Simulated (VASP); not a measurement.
# OsO (P6/mmm) in VASP: reference runs

Aim: a first look at OsO with PBE, on the cell as given.

All numbers are computed with VASP 6.6.1; they aren't measurements. Logs are shortened: lines on timing, memory, paths and dates and some standing lists are left out, and cuts for length are marked.

## (1) The structure

The structure is hexagonal, space group P6/mmm (No. 191). Conventional cell: a = 3.321 Å, b = 3.321 Å, c = 4.659 Å, α = 90.00°, β = 90.00°, γ = 120.00°. Os (site symmetry 6/mmm) is surrounded by 2 O at 2.33 Å. Around O (site symmetry 6/mmm) lie 2 Os at 2.33 Å.

The cell was built by a generator and needn't be a form met in nature.

## (2) Single point, PBE

INCAR reads:

```
SYSTEM = OsO
PREC = Accurate
ENCUT = 520
EDIFF = 1E-7
ISMEAR = -1
SIGMA = 0.05
LREAL = .False.
LASPH = .True.
NELM = 60
ALGO = Normal
ISIF = 2
LWAVE = .False.
LCHARG = .False.
GGA = PE
NBANDS = 14
```

KPOINTS reads:

```
regular mesh
0
Gamma
  9 9 6
  0 0 0
```

POSCAR reads:

```
OsO
1.0
    3.3211167600      0.0000000000      0.0000000000
   -1.6605583800      2.8761714800      0.0000000000
    0.0000000000      0.0000000000      4.6590329000
Os O
1 1
Direct
    0.0000000000      0.0000000000      0.5000000000
    0.0000000000      0.0000000000      0.0000000000
```

Potentials or basis: VASP PAW PBE potentials, release 64 (Os, O).

On the command line:

```bash
cat potpaw_PBE.64/Os/POTCAR potpaw_PBE.64/O/POTCAR > POTCAR
mpirun -np 1 vasp_std > vasp.out
```

OUTCAR:

```text
SYSTEM = OsO
   PREC = Accurate
   ENCUT = 520
   EDIFF = 1E-7
   ISMEAR = -1
   LREAL = .False.
   LASPH = .True.
   NELM = 60
   ISIF = 2
   GGA = PE

 ion  position               nearest neighbor table
   1  0.000  0.000  0.500-   2 2.33   2 2.33
   2  0.000  0.000  0.000-   1 2.33   1 2.33

  LATTYP: Found a hexagonal cell.
 ALAT       =     3.3211167600
 C/A-ratio  =     1.4028512807

  Lattice vectors:

 A1 = (   3.3211167600,   0.0000000000,   0.0000000000)
 A2 = (  -1.6605583800,   2.8761714800,   0.0000000000)
 A3 = (   0.0000000000,   0.0000000000,   4.6590329000)

Analysis of symmetry for initial positions (statically):
=====================================================================
 Subroutine PRICEL returns:
 Original cell was already a primitive cell.

 Routine SETGRP: Setting up the symmetry group for a
 hexagonal supercell.

 Subroutine GETGRP returns: Found 24 space group operations
 (whereof 24 operations were pure point group operations)
 out of a pool of 24 trial point group operations.

The static configuration has the point symmetry D_6h.

Analysis of symmetry for dynamics (positions and initial velocities):
=====================================================================
 Subroutine PRICEL returns:
 Original cell was already a primitive cell.

 Routine SETGRP: Setting up the symmetry group for a
 hexagonal supercell.

 Subroutine GETGRP returns: Found 24 space group operations
 (whereof 24 operations were pure point group operations)
 out of a pool of 24 trial point group operations.

The dynamic configuration has the point symmetry D_6h.

 Subroutine INISYM returns: Found 24 space group operations
 (whereof 24 operations are pure point group operations),
 and found     1 'primitive' translations

----------------------------------------------------------------------------------------

                                     Primitive cell

  volume of cell :      44.5036

  direct lattice vectors                    reciprocal lattice vectors
     3.321116760  0.000000000  0.000000000     0.301103536  0.173842208  0.000000000
    -1.660558380  2.876171480  0.000000000     0.000000000  0.347684416  0.000000000
     0.000000000  0.000000000  4.659032900     0.000000000  0.000000000  0.214636819

  length of vectors
     3.321116760  3.321116757  4.659032900     0.347684415  0.347684416  0.214636819

  position of ions in fractional coordinates (direct lattice)
     0.000000000  0.000000000  0.500000000
     0.000000000  0.000000000  0.000000000

  ion indices of the primitive-cell ions
   primitive index   ion index
[... 81 lines left out ...]
   ISYM   =      2    0-nonsym 1-usesym 2-fastsym
   POTIM  = 0.5000    time-step for ionic-motion
   TEBEG  =    0.0;   TEEND  =   0.0 temperature during run
   PSTRESS=    0.0 pullay stress
   NELECT =      14.0000    total number of electrons
   NUPDOWN=      -1.0000    fix difference up-down
   EMIN   =  10.00;   EMAX   =-10.00  energy-range for DOS
   EFERMI =   0.00;   METHOD = LEGACY
   ISMEAR =    -1;   SIGMA  =   0.05  broadening in eV -4-tet -1-fermi 0-gaus
   EFERMI_NEDOS =   21; number of points for ismear=-14 and -15
   IALGO  =     38    algorithm
   IMIX   =      4    mixing-type and parameters
     AMIX     =   0.40;   BMIX     =  1.00
     AMIX_MAG =   1.60;   BMIX_MAG =  1.00
  volume/ion in A,a.u.               =      22.25       150.16
  Fermi-wavevector in a.u.,A,eV,Ry     =   1.113404  2.104028 16.866701  1.239668
  Thomas-Fermi vector in A             =   2.249988
   LORBIT       =      0    0 simple, 1 ext, 2 COOP (PROOUT), +10 PAW based schemes
   GGA     = PE    functional components
[... 5 lines left out ...]
 non-spin polarized calculation
  energy-cutoff  :      520.00
  volume of cell :       44.50
 maximum number of plane-waves:      1241
 NGX is ok and might be reduce to    28
   NGX = 13   NGY = 13   NGZ = 17

 number of electron      14.0000003 magnetization

 Free energy of the ion-electron system (eV)
  ---------------------------------------------------
  ext. energy  EPLUGINS =         0.00000000
  ---------------------------------------------------
  free energy    TOTEN  =       -12.04329275 eV

  energy without entropy =      -12.01275281  energy(sigma->0) =      -12.02802278

 E-fermi :  -0.0184     XC(G=0):  -9.3269

 val. band max:       -0.0318130002   @ k =   0.4444   0.0000   0.1667
 cond. band min:       0.0048043293   @ k =   0.2222   0.1111   0.1667
 fundamental gap:      0.0366173295
 Fermi energy:        -0.0184405205

 k-point     1 :       0.0000    0.0000    0.0000
  band No.  band energies     occupation
      1     -16.7950      2.00000
      2      -3.9524      2.00000
      3      -3.0164      2.00000
      4      -0.9764      2.00000
      5      -0.9764      2.00000
      6      -0.8289      2.00000
      7      -0.8289      2.00000
      8      -0.1599      1.88850
      9      -0.1599      1.88850
     10       0.3859      0.00062
     11       7.5630      0.00000
     12      10.4594      0.00000
     13      14.4690      0.00000
     14      17.8717      0.00000
[... 377 lines left out ...]
      1     -16.4979      2.00000
      2      -3.2807      2.00000
      3      -2.2947      2.00000
      4      -2.2947      2.00000
      5      -1.0666      2.00000
      6      -1.0666      2.00000
      7      -0.4260      1.99942
      8      -0.4260      1.99942
      9       0.8056      0.00000
     10       4.5049      0.00000
     11       6.5307      0.00000
     12       6.5307      0.00000
     13      13.1985      0.00000
     14      13.1985      0.00000

 [... further k-points ...]

------------------------ aborting loop because EDIFF is reached ----------------------------------------

  FORCE on cell =-STRESS in cart. coord.  units (eV):
  Direction    XX          YY          ZZ          XY          YZ          ZX
  --------------------------------------------------------------------------------------
  -------------------------------------------------------------------------------------
  Total       -6.0297035     -6.0297035    -21.3389265     -0.0000000      0.0000000      0.0000000
  in kB     -217.0760164   -217.0760159   -768.2250296     -0.0000000      0.0000000      0.0000000
  external PRESSURE =    -400.7923540 kB  Pullay stress =       0.0000000 kB

 VOLUME and BASIS-vectors are now :
 -----------------------------------------------------------------------------
  energy-cutoff  :      520.00
  volume of cell :       44.50
      direct lattice vectors                 reciprocal lattice vectors
     3.321116760  0.000000000  0.000000000     0.301103536  0.173842208  0.000000000
    -1.660558380  2.876171480  0.000000000     0.000000000  0.347684416  0.000000000
     0.000000000  0.000000000  4.659032900     0.000000000  0.000000000  0.214636819

 POSITION                                       TOTAL-FORCE (eV/Angst)
 -----------------------------------------------------------------------------------
      0.00000      0.00000      2.32952        -0.000000      0.000000      0.000000
      0.00000      0.00000      0.00000         0.000000      0.000000      0.000000
 -----------------------------------------------------------------------------------
    total drift:                               -0.000000     -0.000000      0.000000

  FREE ENERGIE OF THE ION-ELECTRON SYSTEM (eV)
  ---------------------------------------------------
  free  energy   TOTEN  =       -12.0432927521 eV

  energy  without entropy=      -12.0127528059  energy(sigma->0) =      -12.02802278
```

OSZICAR:

```text
N       E                     dE             d eps       ncg     rms          rms(c)
DAV:   1     0.554896813587E+02    0.55490E+02   -0.58959E+03  1344   0.869E+02
DAV:   2    -0.119780105861E+02   -0.67468E+02   -0.58918E+02  1518   0.207E+02
DAV:   3    -0.163834525111E+02   -0.44054E+01   -0.42683E+01  1620   0.468E+01
DAV:   4    -0.164129734795E+02   -0.29521E-01   -0.29491E-01  1542   0.464E+00
DAV:   5    -0.164131553273E+02   -0.18185E-03   -0.18183E-03  1674   0.336E-01    0.132E+01
DAV:   6    -0.207872079740E+02   -0.43741E+01   -0.75215E+01  1724   0.373E+01    0.276E+01
DAV:   7    -0.127394732588E+02    0.80477E+01   -0.38316E+01  1868   0.245E+01    0.579E+00
DAV:   8    -0.120698897854E+02    0.66958E+00   -0.22139E+00  1598   0.852E+00    0.108E+00
DAV:   9    -0.120439974641E+02    0.25892E-01   -0.12808E-01  1484   0.220E+00    0.345E-01
DAV:  10    -0.120435528670E+02    0.44460E-03   -0.37098E-03  1554   0.530E-01    0.232E-01
DAV:  11    -0.120438677825E+02   -0.31492E-03   -0.12038E-02  1598   0.432E-01    0.234E-01
DAV:  12    -0.120433199040E+02    0.54788E-03   -0.24157E-03  1820   0.261E-01    0.363E-02
DAV:  13    -0.120433012845E+02    0.18619E-04   -0.22839E-04  1576   0.747E-02    0.210E-02
DAV:  14    -0.120432914740E+02    0.98104E-05   -0.27176E-05  1570   0.294E-02    0.387E-03
DAV:  15    -0.120432926824E+02   -0.12083E-05   -0.10527E-06  1446   0.749E-03    0.775E-04
DAV:  16    -0.120432927521E+02   -0.69696E-07   -0.72590E-08  1212   0.228E-03
   1 F= -.12043293E+02 E0= -.12028023E+02  d E =-.305399E-01
```

Wall time 20 s (1 thread of Intel Xeon 6975P-C (Granite Rapids), shared host); peak memory 0.19 GiB.

What came out:

```yaml
Free_energy: -12.0433 eV
Pressure: -40.1 GPa
Band_gap_on_the_k_mesh: none (metal or under the smearing width)
```

Levels at points of the mesh, in eV from the Fermi level:
```tsv
k point	band 5	band 6	band 7	band 8	band 9	band 10
(0.00, 0.00, 0.00)	-0.96	-0.81	-0.81	-0.14	-0.14	0.40
(0.00, 0.00, 0.50)	-1.56	-0.95	-0.95	0.84	0.84	4.39
```

Caveat: a pressure of tens of GPa on the cell as given is suspect, and the run, the potentials or the cell itself is likely at fault. Spin-orbit coupling is left out, which matters for the levels of Os.
